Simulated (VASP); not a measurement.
Calculation: PBEsol GGA, VASP's PBE PAW potentials (set 64) (plane waves; VASP 6.6.1).

Input for VASP

### INCAR
```
ALGO = Normal
EDIFF = 1E-8
ENCUT = 400
GGA = PS
IBRION = 8
ISMEAR = 0
LASPH = T
LCHARG = F
LEPSILON = T
LMAXMIX = 6
LREAL = F
LWAVE = F
NELM = 100
NSW = 1
PREC = Accurate
SIGMA = 0.01
SYSTEM = HgTe
```

POSCAR:
```
HgTe
1
    4.5079773823     0.0000000000     0.0000000000
   -2.2539886911     3.9040226556    -0.0000000000
   -0.0000000000     0.0000000000    10.2020366776
Hg Te
3 3
Direct
  0.3512615055   0.3512615055   0.0000000000
  0.6487384945   0.0000000000   0.3333330000
  0.0000000000   0.6487384945   0.6666670000
  0.4572744634   0.4572744634   0.5000000000
  0.5427255366   0.0000000000   0.8333330000
  1.0000000000   0.5427255366   0.1666670000
```

**KPOINTS**
```
kpoints
0
gamma
7 7 3
0 0 0
```

POTCAR, in this order: Hg Te (PBE.64 set). Program: vasp_std.

The run wrote:

**OUTCAR**
```
 ion  position               nearest neighbor table
   1  0.351  0.351  0.000-   5 2.74   6 2.74   5 3.11   6 3.11   6 3.59   5 3.59
   2  0.649  0.000  0.333-   6 2.74   4 2.74   6 3.11   4 3.11   6 3.59   4 3.59
   3  0.000  0.649  0.667-   5 2.74   4 2.74   5 3.11   4 3.11   5 3.59   4 3.59
   4  0.457  0.457  0.500-   2 2.74   3 2.74   2 3.11   3 3.11   3 3.59   2 3.59
   5  0.543  0.000  0.833-   3 2.74   1 2.74   3 3.11   1 3.11   3 3.59   1 3.59
   6  0.000  0.543  0.167-   2 2.74   1 2.74   2 3.11   1 3.11   2 3.59   1 3.59
  LATTYP: Found a hexagonal cell.
 ALAT       =     4.5079773823
 C/A-ratio  =     2.2631073345
 Subroutine PRICEL returns:
 Original cell was already a primitive cell.
 Subroutine GETGRP returns: Found  6 space group operations
The static configuration has the point symmetry C_2 .
 The point group associated with its full space group is D_3 .
The dynamic configuration has the point symmetry C_2 .
 Subroutine INISYM returns: Found  6 space group operations
 Subroutine IBZKPT returns following result:
 Found     20 irreducible k-points:

 Following reciprocal coordinates:
            Coordinates               Weight
  0.000000  0.000000  0.000000      1.000000
  0.142857  0.000000  0.000000      6.000000
  0.285714  0.000000  0.000000      6.000000
  0.428571  0.000000  0.000000      6.000000
  0.142857  0.142857  0.000000      6.000000
  0.285714  0.142857  0.000000     12.000000
  0.428571  0.142857  0.000000      6.000000
  0.285714  0.285714  0.000000      6.000000
  0.000000  0.000000  0.333333      2.000000
  0.142857  0.000000  0.333333      6.000000
  0.000000  0.142857  0.333333      6.000000
  0.285714  0.000000  0.333333      6.000000
  0.000000  0.285714  0.333333      6.000000
  0.428571  0.000000  0.333333      6.000000
  0.000000  0.428571  0.333333      6.000000
  0.142857  0.142857  0.333333     12.000000
  0.285714  0.142857  0.333333     12.000000
 -0.142857  0.428571  0.333333     12.000000
  0.428571  0.142857  0.333333     12.000000
  0.285714  0.285714  0.333333     12.000000
 Subroutine IBZKPT_HF returns following result:
   k-points           NKPTS =     20   k-points in BZ     NKDIM =     20   number of bands    NBANDS=     32
   number of dos      NEDOS =    301   number of ions     NIONS =      6
   total plane-waves  NPLWV =  63000
   dimension x,y,z NGX =    30 NGY =   30 NGZ =   70
   dimension x,y,z NGXF=    60 NGYF=   60 NGZF=  140
   ions per type =               3   3
   PREC   = accura    normal or accurate (medium, high low for compatibility)
   ISTART =      0    job   : 0-new  1-cont  2-samecut
   ICHARG =      2    charge: 1-file 2-atom 10-const
   ISPIN  =      1    spin polarized calculation?
   LNONCOLLINEAR =      F non collinear calculations
   LSORBIT =      F    spin-orbit coupling
   INIWAV =      1    electr: 0-lowe 1-rand  2-diag
   ENCUT  =  400.0 eV  29.40 Ry    5.42 a.u.   7.35  7.35 16.64*2*pi/ulx,y,z
   NELM   =    100;   NELMIN=  2; NELMDL= -5     # of ELM steps
   EDIFF  = 0.1E-07   stopping-criterion for ELM
   LREAL  =      F    real-space projection
   NLSPLINE    = F    spline interpolate recip. space projectors
   LMAXMIX     =    6 max onsite mixed and CHGCAR
   VOSKOWN=      0    Vosko Wilk Nusair interpolation
   EDIFFG = 0.1E-06   stopping-criterion for IOM
   NSW    =      1    number of steps for IOM
   NBLOCK =      1;   KBLOCK =      1    inner block; outer block
   IBRION =      8    ionic relax: 0-MD 1-quasi-New 2-CG
   NFREE  =      0    steps in history (QN), initial steepest desc. (CG)
   ISIF   =      2    stress and relaxation
   ISYM   =      2    0-nonsym 1-usesym 2-fastsym
   TEIN   =    0.0    initial temperature
   TEBEG  =    0.0;   TEEND  =   0.0 temperature during run
   SMASS  =  -3.00    Nose mass-parameter (am)
   PSTRESS=    0.0 pullay stress
   NELECT =      54.0000    total number of electrons
...
```

OSZICAR:
```
...
RMM:  14    -0.858851136367E+01   -0.49531E-06    0.11862E-04 10036   0.945E-04    0.245E-05
RMM:  15    -0.858850942650E+01    0.19372E-05    0.12879E-04  9464   0.941E-04    0.175E-05
RMM:  16    -0.858850930748E+01    0.11901E-06    0.14634E-04  9404   0.940E-04    0.124E-05
RMM:  17    -0.858851002606E+01   -0.71858E-06    0.12320E-04  9422   0.941E-04    0.743E-06
 Linear response to external field, progress :
  Direction:   3
       N       E                     dE             d eps       ncg     rms          rms(c)
RMM:   1    -0.109314279320E+02   -0.10931E+02   -0.71056E+01  3056   0.574E+00
RMM:   2    -0.120184213933E+02   -0.10870E+01   -0.33329E-01  2639   0.134E+00    0.547E+00
RMM:   3    -0.117990000951E+02    0.21942E+00   -0.28119E-01  2674   0.201E+00    0.306E+00
RMM:   4    -0.120510654650E+02   -0.25207E+00   -0.28844E-01  2674   0.212E+00    0.432E-01
RMM:   5    -0.121171627203E+02   -0.66097E-01   -0.82865E-03  2707   0.450E-01    0.877E-02
RMM:   6    -0.121240211947E+02   -0.68585E-02   -0.38397E-04  2735   0.773E-02    0.379E-02
RMM:   7    -0.121297820870E+02   -0.57609E-02   -0.75208E-05  2641   0.352E-02    0.838E-03
RMM:   8    -0.121303311917E+02   -0.54910E-03   -0.11749E-04  2780   0.772E-03    0.295E-03
RMM:   9    -0.121304914580E+02   -0.16027E-03   -0.38790E-05  2771   0.369E-03    0.789E-04
RMM:  10    -0.121305235275E+02   -0.32069E-04   -0.11620E-05  2930   0.797E-04    0.222E-04
RMM:  11    -0.121305535391E+02   -0.30012E-04    0.14512E-06  2852   0.388E-04    0.565E-05
RMM:  12    -0.121305538311E+02   -0.29197E-06    0.17627E-07  2228   0.217E-04    0.200E-05
RMM:  13    -0.121305537403E+02    0.90782E-07    0.17621E-06  1835   0.195E-04    0.649E-06
 Linear response DOF=           4
 Linear response progress:
  Degree of freedom:   1/  4
       N       E                     dE             d eps       ncg     rms          rms(c)
RMM:   1    -0.378943920549E+00   -0.37894E+00   -0.14865E-01  8004   0.220E+00
RMM:   2    -0.377187990402E+00    0.17559E-02   -0.20853E-03  7135   0.223E-01    0.112E-01
RMM:   3    -0.376713797306E+00    0.47419E-03   -0.10992E-04  7560   0.466E-02    0.647E-02
RMM:   4    -0.376246808845E+00    0.46699E-03   -0.64155E-05  7287   0.348E-02    0.124E-02
RMM:   5    -0.376217569497E+00    0.29239E-04   -0.31599E-06  7783   0.711E-03    0.250E-03
RMM:   6    -0.376241231498E+00   -0.23662E-04   -0.15676E-06  7661   0.361E-03    0.836E-04
RMM:   7    -0.376240396016E+00    0.83548E-06   -0.14521E-07  7752   0.667E-04    0.233E-04
RMM:   8    -0.376240886653E+00   -0.49064E-06   -0.58974E-08  8069   0.211E-04    0.852E-05
RMM:   9    -0.376240727138E+00    0.15952E-06    0.66261E-09  8972   0.903E-05    0.356E-05
RMM:  10    -0.376240833015E+00   -0.10588E-06   -0.34014E-09 11126   0.587E-05    0.111E-05
RMM:  11    -0.376240833169E+00   -0.15369E-09    0.18963E-08 11721   0.482E-05    0.331E-06
 Linear response progress:
  Degree of freedom:   2/  4
       N       E                     dE             d eps       ncg     rms          rms(c)
RMM:   1    -0.395170598231E+00   -0.39517E+00   -0.14679E-01  8103   0.220E+00
RMM:   2    -0.393562718490E+00    0.16079E-02   -0.19244E-03  7180   0.219E-01    0.120E-01
RMM:   3    -0.392999975964E+00    0.56274E-03   -0.28399E-04  7534   0.615E-02    0.760E-02
RMM:   4    -0.392633133033E+00    0.36684E-03   -0.79919E-05  7599   0.343E-02    0.303E-02
RMM:   5    -0.392510643931E+00    0.12249E-03   -0.19662E-06  7782   0.106E-02    0.414E-03
RMM:   6    -0.392531097146E+00   -0.20453E-04    0.89152E-07  7665   0.431E-03    0.155E-03
RMM:   7    -0.392533891502E+00   -0.27944E-05    0.16274E-06  7923   0.104E-03    0.567E-04
RMM:   8    -0.392534994521E+00   -0.11030E-05    0.28541E-07  7905   0.430E-04    0.907E-05
RMM:   9    -0.392535119006E+00   -0.12448E-06    0.11348E-07  9205   0.131E-04    0.481E-05
RMM:  10    -0.392535358319E+00   -0.23931E-06    0.32502E-08  9980   0.985E-05    0.255E-05
RMM:  11    -0.392535438737E+00   -0.80418E-07    0.34439E-07 11840   0.760E-05    0.632E-06
RMM:  12    -0.392535452662E+00   -0.13924E-07    0.30512E-07 11671   0.747E-05    0.244E-06
RMM:  13    -0.392535448235E+00    0.44272E-08    0.22418E-07 11673   0.734E-05    0.963E-07
RMM:  14    -0.392535446176E+00    0.20583E-08    0.32390E-07 11193   0.733E-05    0.530E-07
RMM:  15    -0.392535446640E+00   -0.46376E-09    0.30576E-07 11022   0.732E-05    0.391E-07
RMM:  16    -0.392535447329E+00   -0.68911E-09    0.29424E-07 10950   0.732E-05    0.220E-07
RMM:  17    -0.392535447537E+00   -0.20748E-09    0.23928E-07 10881   0.732E-05    0.372E-07
RMM:  18    -0.392535446866E+00    0.67012E-09    0.32971E-07 10860   0.732E-05    0.154E-07
RMM:  19    -0.392535446914E+00   -0.47731E-10    0.32723E-07 10846   0.733E-05    0.217E-07
RMM:  20    -0.392535447187E+00   -0.27308E-09    0.29172E-07 10841   0.732E-05    0.177E-07
RMM:  21    -0.392535447260E+00   -0.72580E-10    0.23663E-07 10828   0.732E-05    0.114E-07
RMM:  22    -0.392535447271E+00   -0.10903E-10    0.27926E-07 10821   0.733E-05    0.193E-07
RMM:  23    -0.392535446605E+00    0.66613E-09    0.35723E-07 10827   0.733E-05    0.169E-07
RMM:  24    -0.392535447077E+00   -0.47213E-09    0.32785E-07 10822   0.733E-05    0.167E-07
RMM:  25    -0.392535447219E+00   -0.14202E-09    0.27646E-07 10813   0.733E-05    0.198E-07
 Linear response progress:
  Degree of freedom:   3/  4
       N       E                     dE             d eps       ncg     rms          rms(c)
RMM:   1    -0.470038559017E-01   -0.47004E-01    0.56137E-02 11896   0.784E-01
RMM:   2    -0.469199844247E-01    0.83871E-04   -0.24735E-03  7211   0.207E-01    0.109E-01
RMM:   3    -0.469376775035E-01   -0.17693E-04   -0.10914E-04  7559   0.473E-02    0.686E-02
RMM:   4    -0.469697715826E-01   -0.32094E-04   -0.31988E-05  7657   0.235E-02    0.106E-02
RMM:   5    -0.469745945309E-01   -0.48229E-05   -0.10820E-06  7746   0.594E-03    0.513E-03
RMM:   6    -0.469769841273E-01   -0.23896E-05   -0.58081E-07  7759   0.200E-03    0.181E-03
RMM:   7    -0.469768670525E-01    0.11707E-06    0.12963E-07  7843   0.757E-04    0.397E-04
RMM:   8    -0.469768785668E-01   -0.11514E-07    0.17299E-09  7953   0.326E-04    0.130E-04
RMM:   9    -0.469768692826E-01    0.92843E-08    0.42947E-08  9001   0.105E-04    0.457E-05
 Linear response progress:
  Degree of freedom:   4/  4
       N       E                     dE             d eps       ncg     rms          rms(c)
RMM:   1    -0.622164499142E-01   -0.62216E-01    0.66950E-02 12455   0.810E-01
RMM:   2    -0.620455566929E-01    0.17089E-03   -0.23726E-03  7219   0.226E-01    0.142E-01
RMM:   3    -0.620473948469E-01   -0.18382E-05   -0.13526E-04  7547   0.555E-02    0.936E-02
RMM:   4    -0.620559668755E-01   -0.85720E-05   -0.37704E-05  7662   0.250E-02    0.997E-03
RMM:   5    -0.620495402239E-01    0.64267E-05   -0.44871E-06  7579   0.595E-03    0.349E-03
RMM:   6    -0.620461801152E-01    0.33601E-05   -0.43344E-07  7805   0.216E-03    0.182E-03
RMM:   7    -0.620453005664E-01    0.87955E-06    0.65840E-08  7776   0.841E-04    0.538E-04
RMM:   8    -0.620456765606E-01   -0.37599E-06   -0.89881E-08  8070   0.311E-04    0.242E-04
RMM:   9    -0.620457427815E-01   -0.66221E-07   -0.95024E-08  9265   0.120E-04    0.434E-05
RMM:  10    -0.620456986850E-01    0.44097E-07    0.94098E-09 10461   0.726E-05    0.316E-05
RMM:  11    -0.620457067005E-01   -0.80155E-08   -0.89691E-08 11501   0.540E-05    0.916E-06
 Linear response finished
```

OUTCAR:
```
------------------------ aborting loop because EDIFF is reached ----------------------------------------

 HEAD OF MICROSCOPIC STATIC DIELECTRIC TENSOR (INDEPENDENT PARTICLE, excluding Hartree and local field effects)
 ------------------------------------------------------
          18.913377     0.000000     0.000000
           0.000000    18.913375     0.000000
          -0.000000     0.000000    25.261323
 ------------------------------------------------------

 MACROSCOPIC STATIC DIELECTRIC TENSOR (including local field effects in DFT)
 ------------------------------------------------------
          17.552037     0.000000     0.000000
           0.000000    17.552034     0.000000
          -0.000000     0.000000    24.404310
 ------------------------------------------------------

 PIEZOELECTRIC TENSOR (including local field effects)  for field in x, y, z        (e  Angst)
          XX          YY          ZZ          XY          YZ          ZX
  --------------------------------------------------------------------------------
  x    -2.14901     2.14901     0.00000     0.00000     3.04006     0.00000
  y     0.00000    -0.00000    -0.00000     2.14901     0.00000    -3.04007
  z    -0.00000     0.00000     0.00000    -0.00000     0.00000    -0.00000

 PIEZOELECTRIC TENSOR (including local field effects)  for field in x, y, z        (C/m^2)
          XX          YY          ZZ          XY          YZ          ZX
  --------------------------------------------------------------------------------
  x    -0.19176     0.19176     0.00000     0.00000     0.27128     0.00000
  y     0.00000    -0.00000    -0.00000     0.19176     0.00000    -0.27128
  z    -0.00000     0.00000     0.00000    -0.00000     0.00000    -0.00000

 BORN EFFECTIVE CHARGES (including local field effects) (in |e|, cummulative output)
 ---------------------------------------------------------------------------------
 ion    1
    1     2.73981    -0.37782     0.31430
    2    -0.37782     2.30354    -0.18146
    3    -0.05510     0.03181     2.79144
 ion    2
    1     2.08540     0.00000     0.00000
    2     0.00000     2.95795     0.36292
    3    -0.00000    -0.06362     2.79144
 ion    3
    1     2.73981     0.37782    -0.31430
    2     0.37782     2.30354    -0.18146
    3     0.05510     0.03181     2.79144
 ion    4
    1    -2.89164     0.64080     0.72845
    2     0.64080    -2.15171    -0.42057
    3     1.18157    -0.68218    -2.79144
 ion    5
    1    -1.78175    -0.00000     0.00000
    2    -0.00000    -3.26161     0.84114
    3     0.00000     1.36436    -2.79144
 ion    6
    1    -2.89164    -0.64080    -0.72845
    2    -0.64080    -2.15171    -0.42057
    3    -1.18157    -0.68218    -2.79144

   1 f  =    4.959669 THz    31.162522 2PiTHz  165.436766 cm-1    20.511536 meV
             X         Y         Z           dx          dy          dz
      0.791739  1.371333  0.000000     0.275998   -0.159348   -0.232251
      2.924498  0.000000  3.400675     0.000000    0.318695   -0.232251
     -1.462249  2.532690  6.801361    -0.275998   -0.159348   -0.232251
      1.030691  1.785210  5.101018     0.264220   -0.152548    0.291106
      2.446594  0.000000  8.501694     0.000000    0.305095    0.291106
     -1.223297  2.118813  1.700343    -0.264220   -0.152548    0.291106

   2 f  =    4.707080 THz    29.575455 2PiTHz  157.011282 cm-1    19.466909 meV
             X         Y         Z           dx          dy          dz
      0.791739  1.371333  0.000000    -0.334778    0.195118    0.332824
      2.924498  0.000000  3.400675     0.003175   -0.000040    0.000035
     -1.462249  2.532690  6.801361    -0.334813   -0.195138   -0.332859
      1.030691  1.785210  5.101018     0.235069    0.075440    0.333520
      2.446594  0.000000  8.501694     0.365678    0.000017    0.000035
     -1.223297  2.118813  1.700343     0.235056   -0.075381   -0.333555

   3 f  =    4.707080 THz    29.575454 2PiTHz  157.011278 cm-1    19.466909 meV
             X         Y         Z           dx          dy          dz
      0.791739  1.371333  0.000000    -0.195158    0.109499    0.192196
      2.924498  0.000000  3.400675     0.000000    0.447453   -0.384332
     -1.462249  2.532690  6.801361     0.195097    0.109464    0.192136
      1.030691  1.785210  5.101018    -0.075389   -0.322132    0.192598
      2.446594  0.000000  8.501694     0.000033   -0.191524   -0.385136
     -1.223297  2.118813  1.700343     0.075432   -0.322146    0.192538

   4 f  =    3.387996 THz    21.287410 2PiTHz  113.011398 cm-1    14.011621 meV
             X         Y         Z           dx          dy          dz
      0.791739  1.371333  0.000000    -0.114988    0.079936    0.095105
      2.924498  0.000000  3.400675     0.023463   -0.000015    0.000010
     -1.462249  2.532690  6.801361    -0.115002   -0.079940   -0.095115
      1.030691  1.785210  5.101018    -0.096524    0.316983   -0.508825
      2.446594  0.000000  8.501694     0.452437   -0.000025   -0.000053
     -1.223297  2.118813  1.700343    -0.096581   -0.316935    0.508878

   5 f  =    3.387996 THz    21.287410 2PiTHz  113.011398 cm-1    14.011621 meV
             X         Y         Z           dx          dy          dz
      0.791739  1.371333  0.000000    -0.079949    0.022697    0.054920
      2.924498  0.000000  3.400675     0.000002    0.161147   -0.109824
     -1.462249  2.532690  6.801361     0.079928    0.022683    0.054903
      1.030691  1.785210  5.101018    -0.316968   -0.269412   -0.293831
      2.446594  0.000000  8.501694     0.000041    0.279549    0.587571
     -1.223297  2.118813  1.700343     0.316950   -0.269469   -0.293740

   6 f  =    2.855837 THz    17.943756 2PiTHz   95.260485 cm-1    11.810790 meV
             X         Y         Z           dx          dy          dz
      0.791739  1.371333  0.000000     0.003048    0.005279    0.000000
      2.924498  0.000000  3.400675    -0.006095    0.000000   -0.000000
     -1.462249  2.532690  6.801361     0.003048   -0.005279   -0.000000
      1.030691  1.785210  5.101018     0.288659    0.499972   -0.000000
      2.446594  0.000000  8.501694    -0.577318   -0.000000    0.000000
     -1.223297  2.118813  1.700343     0.288659   -0.499972    0.000000
...
```
(Selected blocks of OUTCAR.)

The dielectric response may not be converged in the k-mesh; for small gaps it tends to come out too large.

The structure comes from a computed database's HgTe entry (P3_121); how it stands against other phases isn't given here. It was relaxed first, which changed the volume by -8 %.
